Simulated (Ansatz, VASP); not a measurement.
# Cross-check of PtSe2 (Sudovikovite) between VASP and Ansatz, part 2 of 2

Wanted: the spread between two codes on one cell, functional and k mesh. The cell is taken from a series of runs on this material, whose earlier steps may have relaxed, scaled, displaced or heated it; both programs get it as it stands.

VASP 6.6.1 and Ansatz 0.2.0.

So far: The structure; VASP: zone-centre phonons, PBE with D3(BJ).

## 3. Ansatz: zone-centre phonons, PBE with D3(BJ)

Level of this step: Ansatz beside VASP: Kohn-Sham DFT, plane waves, PBE with D3(BJ) (Ansatz).

Ansatz runs on its default PAW (the set named soft_2) files.

The same cell, functional, mesh and smearing now go to Ansatz, which takes its cutoff from its data sets.

File input.yaml:

```yaml
crystal:
  lattice:
    - [3.771543938, 0.0, 0.0]
    - [-1.885771969, 3.2662528618, 0.0]
    - [0.0, 0.0, 4.8204466818]
  atoms:
    - { symbol: Pt, position: [0.0, 0.0, 0.0] }
    - { symbol: Se, position: [0.3333333333, 0.6666666667, 0.2655679563] }
    - { symbol: Se, position: [0.6666666667, 0.3333333333, 0.7344320437] }
kpoints:
  mp_grid: { grid: [15, 15, 8] }
hamiltonian:
  xc: pbe
  dispersion: d3bj
scf:
  occupations: { method: methfessel_paxton, width: 0.2 }
output:
  eigenvalues: true
phonons:
  method: dfpt
```

Command:

```sh
ansatz run input.yaml --threads 4 --pin off --max-ram 16384MiB --backend cpu --events-out ev --progress --plain --runs-dir out
```

Numbers of over 12 decimals in the logs are rounded to 6 here.

What it wrote:

```text
Engine: ansatz 0.2.0, aarch64-unknown-linux-gnu
Pseudopotentials: kind: paw
Pseudopotential: Pt, paw, valence charge 18, recommended cutoff 420 eV (normal), Pt.paw.azcp
Pseudopotential: Se, paw, valence charge 16, recommended cutoff 420 eV (normal), Se.paw.azcp
Functional definition: PBE
  parameter kappa = 0.804
  parameter beta = 0.066725
  exchange = pbe_x(kappa = kappa, mu = beta*pi^2/3)
  correlation = pbe_c(beta = beta)
Crystal: 3 atoms, lattice volume = 59.382 Å³
Basis set: ecut = 420 eV, 1169 PW (Γ), exchange–correlation on 54×54×72 points (8 copies of the dense FFT grid, shifted against one another)
Bands: 30, of which v1, the nominal top of the filled ones, is band 25 counted from 1 (24 counted from 0)
Symmetry: 12 space group operations
k-points: 488 of 1800 (irreducible under 2 space group operations, time reversal used)
Non-local potential: Pt, projectors of the file, l = 0: 3, l = 1: 2, l = 2: 2, l = 3: 1
Non-local potential: Se, projectors of the file, l = 0: 2, l = 1: 2, l = 2: 3, l = 3: 1
PAW form: soft (Blöchl's): semilocal exchange-correlation on the pseudo side does not see the compensation charge
PAW one-centre angular grid: Pt, 590 points (default); XC on 64 Gauss nodes
PAW one-centre angular grid: Se, 590 points (default); XC on 64 Gauss nodes
Initial density: superposition of atomic densities (neutral atoms: chi_scale 0, normalization atom), corrected by the library's trained network
Initial wavefunctions: pseudopotential atomic-orbital guess
Functional: x = pbe(κ = 0.804, μ = 0.219515), c = pbe(β = 0.066725)
SCF iter   1: F=—  HF=-23463.732155 eV  |F-HF|=—  |Δ(HF+E_count)|=         —  Δρ=3.21e-3  dr2=5.50e-3  ethr=1.77e-3  ⟨swp⟩=5.1  Hψ=54801  notcnv=0
preconditioner: auto → LDOS  [metal: Δε(μ)=0.009 eV  Ē_g=10.068 eV  σ=0.200 eV  W_gap=0.04  n_scr=22 (ndim 8)  ℏωp=22.6 eV  f_vac=0.022  D(μ)=0.63/eV (n_scr^D=2)  β→1.0]
SCF iter   2: F=—  HF=-23463.734029 eV  |F-HF|=—  |Δ(HF+E_count)|=   1.87e-3  S|Δr|=    0.00e0  Δρ=1.87e-3  dr2=3.27e-3  ethr=1.10e-5  ⟨swp⟩=2.0  Hψ=23865  notcnv=0
SCF iter   3: F=—  HF=-23463.733453 eV  |F-HF|=—  |Δ(HF+E_count)|=   5.76e-4  S|Δr|=    0.00e0  Δρ=2.90e-4  dr2=4.20e-5  ethr=6.53e-6  ⟨swp⟩=2.0  Hψ=17937  notcnv=0
SCF iter   4: F=—  HF=-23463.733459 eV  |F-HF|=—  |Δ(HF+E_count)|=   6.26e-6  S|Δr|=    0.00e0  Δρ=3.24e-5  dr2=2.20e-7  ethr=8.40e-8  ⟨swp⟩=2.0  Hψ=19823  notcnv=0
SCF iter   5: F=—  HF=-23463.733459 eV  |F-HF|=—  |Δ(HF+E_count)|=   4.32e-7  S|Δr|=    0.00e0  Δρ=4.47e-6  dr2=6.22e-9  ethr=4.40e-10  ⟨swp⟩=2.0  Hψ=26667  notcnv=0
SCF iter   6: F=—  HF=-23463.733459 eV  |F-HF|=—  |Δ(HF+E_count)|=   1.40e-8  S|Δr|=    0.00e0  Δρ=1.16e-6  dr2=6.70e-10  ethr=1.24e-11  ⟨swp⟩=2.0  Hψ=24878  notcnv=0
SCF iter   7: F=—  HF=-23463.733459 eV  |F-HF|=—  |Δ(HF+E_count)|=   1.02e-9  S|Δr|=    0.00e0  Δρ=3.85e-7  dr2=1.05e-10  ethr=1.34e-12  ⟨swp⟩=2.0  Hψ=24815  notcnv=0
SCF iter   8: F=-23463.733459 eV  HF=-23463.733459 eV  |F-HF|=3.64e-12  |Δ(HF+E_count)|=  8.00e-11  S|Δr|=    0.00e0  Δρ=1.12e-7  dr2=5.99e-12  ethr=1.00e-12  ⟨swp⟩=5.4  Hψ=72909  notcnv=0
SCF 1 converged in 8 iterations: F = -23463.733459 eV  dr2 = 5.99e-12
  greatest PAW one-centre occupation: 1.000 electrons in one spin orbital (limit 2), on the Pt atom at site 0 (counted from 0), in its partial waves of l = 0
DFPT response loops at Γ: preconditioner auto → Kerker (q_TF=auto, 2.651 Å⁻¹) (partly filled bands, converged f_vac=0.021); β = 1.00, the filter's whole step (`scf.mixing.beta` (0.50) is not read by the response loops under this deck's `scf.mixing.preconditioner`; to damp them name `kerker` or `kerker_dos`, under which they read `scf.mixing.beta`, and type it under 1.00, their step now; both keys bind the ground state too); Broyden in place of MSR1
SCF converged after 8 iterations
Stability not checked: this state was not tested for a lower state beside it, because cold or Methfessel-Paxton smearing, or corrected tetrahedra, fill the levels in a way that the test cannot read (fill_not_monotonic; see scf.lower_state_search)
Free energy (F): -23463.733459 eV
Harris-Foulkes:  -23463.733459 eV  (|F-HF|=3.64e-12)
Internal energy: -23463.734938 eV  (E = F + TS)
E sigma→0 (E₀):  -23463.733828 eV
Entropy (-TS):   0.001479 eV (0.493 meV/atom)
Fermi energy:    13.646267 eV
--- Per-component energies (eV) ---
  E_band       = -936.287231
  E_kinetic    = 874.626648
  E_local      = -6470.712558  (includes V_loc(G=0)·N_el)
  E_nonlocal   = -989.932503
  E_hartree    = 3001.834404
  E_xc         = -470.730451
  E_vxc        = -500.020911  (∫ρ·V_xc dr)
  E_paw        = -13278.228057  (= ΣΔE_a)
  E_vpaw       = 146.084261  (= ΣTr[D̂ρ^β])
  E_aug_tail   = -0.001005  (compensation charges beyond the density's cutoff)
  E_ewald      = -6129.120318
  E_disp       = -1.471097  (pairwise vdW)
  E_smearing   = 0.001479  (= −TS)
  E_closure    = 0.000000  (closes the sum)
  Σ components = -23463.733459   (vs F -23463.733459, Δ=0.00e0)
--- Band table (eV; the first three rows and the last of 488) ---
  k-point 0: bands = [... 21 lower, 11.1877, 12.6517, 12.6517, 14.4409, 14.7295, 14.7295, 17.0218, 17.7734, ... 1 higher]
  k-point 1: bands = [... 21 lower, 11.1787, 12.5210, 12.5210, 13.9766, 14.9225, 14.9225, 17.1806, 18.2266, ... 1 higher]
  k-point 2: bands = [... 21 lower, 11.1323, 12.2546, 12.2546, 13.0502, 15.3601, 15.3601, 17.6567, 19.0881, ... 1 higher]
  k-point 487: bands = [... 21 lower, 10.3951, 10.6013, 11.1657, 12.3749, 14.4041, 14.9187, 18.3086, 20.6753, ... 1 higher]
--- Phonons (Γ-DFPT): 4 representative perturbations + reference, on 488 of 1800 k-points (Σ response iterations 12) ---
  k mesh reduced under 2 symmetry operations, with k and −k counted as one. Each operation leaves every solved perturbation unchanged. A smaller set is not used because it would not reduce the number of displacements times k-points to solve
  ASR residual: 6.713e-5 → 0.000e0 eV/Å²; symmetrization residual: 2.410e-5 eV/Å²
  pairwise dispersion correction: d3bj (s6 = 1.0, s8 = 0.7875, a1 = 0.4289, a2_bohr = 4.4407), with the weights of each atom's references fixed at the reference crystal's, and the forces and stress that the weights' published response gives there kept as a pressure on the atom's counted neighbours (hamiltonian.dispersion)
  ASR residual per site (eV/Å²): 3.55e-5 6.71e-5 6.71e-5
  Γ frequencies (cm⁻¹): 0.00 0.00 0.00 160.89 160.89 204.97 211.79 211.79 216.74
  non-analytic LO–TO correction: not included (Born effective charges unavailable; polar crystals: no LO–TO splitting at Γ)
```

In the SCF lines HF is the Harris–Foulkes energy and dr2 the Hartree energy of the density residual, in eV; the loop may stop once dr2 is under the threshold and the program's other checks hold. Hψ counts applications of the Hamiltonian.

## 4. Side by side

Known differences besides the potentials themselves: the data sets hold 50 valence electrons in Ansatz (on its default PAW (the set named soft_2) files) and 22 in VASP; the cutoff is 420 eV in Ansatz and 500 eV in VASP; Ansatz takes the dispersion share of the force constants at frozen C6 weights, VASP differentiates the full forces; VASP uses finite displacements, Ansatz perturbation theory. Total energies have different zeros and are not compared.

Compared:

| quantity | Ansatz | VASP | difference |
| --- | --- | --- | --- |
| optical mode 1 to 2 (cm⁻¹) | 160.9 | 160.8 | +0.07 % |
| optical mode 3 (cm⁻¹) | 205.0 | 204.9 | +0.02 % |
| optical mode 4 to 5 (cm⁻¹) | 211.8 | 212.3 | -0.23 % |
| optical mode 6 (cm⁻¹) | 216.7 | 217.0 | -0.11 % |

Modes are paired by rising frequency, not by their patterns, so a pair may set unlike modes beside each other; they are those without the splitting of longitudinal modes.

## 5. Results

```
r.m.s. difference of the optical zone-centre modes, each program's sorted by frequency (zone-centre phonons, PBE with D3(BJ)) : 0.30 cm⁻¹
```

In words: The r.m.s. difference of the optical zone-centre modes, each program's sorted by frequency is 0.30 cm⁻¹ (zone-centre phonons, PBE with D3(BJ)). The data sets hold unlike numbers of valence electrons (50 in Ansatz and 22 in VASP), so part of the differences comes from the potentials. Such differences can come from data sets, numerical settings and the points named under the comparisons, not from the functional's error against experiment.

[Lines on the potential files, build, host, timing and source positions are cut from VASP's logs without a mark.]

[Logs are printed without paths, hosts, clocks, repeated set-up lines and the standing remarks that a program may print on its own settings, such as how far it seeks lower states.]

[Hosts, paths, dates, database ids (printed as entryN), source tags and the programs' standing remarks are cut or masked in the printed files.]
